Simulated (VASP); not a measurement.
```
CELL_PARAMETERS angstrom
      0.00000     1.75522     1.75522
      1.75522     0.00000     1.75522
      1.75522     1.75522     0.00000
ATOMIC_POSITIONS crystal
  B  0.00000 0.00000 0.00000
  N  0.25000 0.25000 0.25000
```

Level of theory: LDA (Ceperley-Alder, Perdew-Zunger), VASP's LDA PAW potentials (set 64) (plane waves; VASP). Run with 520 eV cut-off, 13×13×13 Γ-centred mesh, Gaussian smearing of 0.050 eV, potentials B N.

Question: Give the stress tensor in GPa (positive for a compressed cell).

Answer: 
```
27.82   0.00   0.00
 0.00  27.82   0.00
 0.00   0.00  27.82
```
The pressure is its mean diagonal, 27.82 GPa.

The compound is BN in the zinc blende structure. This cell is one point of a volume scan, at 0.94 of the reference volume.
